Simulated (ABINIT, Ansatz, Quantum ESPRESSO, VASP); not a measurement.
# Code comparison for Ga3Tc (I4/mmm, 4 atoms in the cell)

Self-consistent single point, at a second geometry (lattice scaled by 0.98). First geometry:

```xyz
4
Lattice="-1.8956 1.8956 4.0457 1.8956 -1.8956 4.0457 1.8956 1.8956 -4.0457" Properties=species:S:1:pos:R:3 pbc="T T T"
Ga     0.0000     1.8956     2.0229
Ga     1.8956     0.0000     2.0229
Ga     0.0000     0.0000     4.0457
Tc     0.0000     0.0000     0.0000
```

Shared settings, as Ansatz (a quantum-chemistry and plane-wave program) writes them: kpoints.mp_grid.grid = 9 9 9; scf.occupations.method = gaussian; scf.occupations.width = 0.1 eV. Potentials and cutoffs stand in the table.

| code | model | ΔF from the first geometry (meV/atom) | pressure (GPa) | cutoff |
|---|---|---|---|---|
| Quantum ESPRESSO | LDA (PZ), GBRV 1.5 ultrasoft (LDA) pseudopotentials | -4.4 | 3.77 | 50 Ry |
| Ansatz | LDA (PW92), PAW files | -5.9 | 3.95 | 500 eV |
| ABINIT | LDA (PW92), PAW (JTH v2.0 LDA PAW) | -5.9 | 3.98 | 40 Ry |
| VASP | LDA (PZ), VASP's LDA PAW potentials (set 64) | -3.2 | 4.00 | 300 eV |

For Quantum ESPRESSO (by 0.5 GPa) and VASP (by 0.5 GPa) the energy change implies a higher mean pressure, against the two pressures, than for the other programs: a sign of finite-basis (Pulay) stress.

On Ansatz's run: spin polarisation is off.

The spread over the programs that give each value: ΔF from the first geometry within 2.7 meV/atom; pressure within 0.23 GPa.

Ansatz's pressure is given at a fixed set of plane waves, as the other plane-wave codes print theirs; with its correction for the finite basis it is 3.98 GPa. The same LDA comes in different parametrisations, which differ slightly.

VASP's run is marked for a possible Pulay error in its stress at this cutoff; no cutoff test was made.

The starting cell comes from a database of computed structures (which also holds hypothetical and non-ambient phases and stackings), without a prior relaxation at this level. For this run, on top of that: lattice scaled by 0.98.

Left out of this page: Elk and SIESTA (not drawn, or without a comparable value); FLEUR (with a known weakness of the program).

Keys are those of Ansatz 0.2.
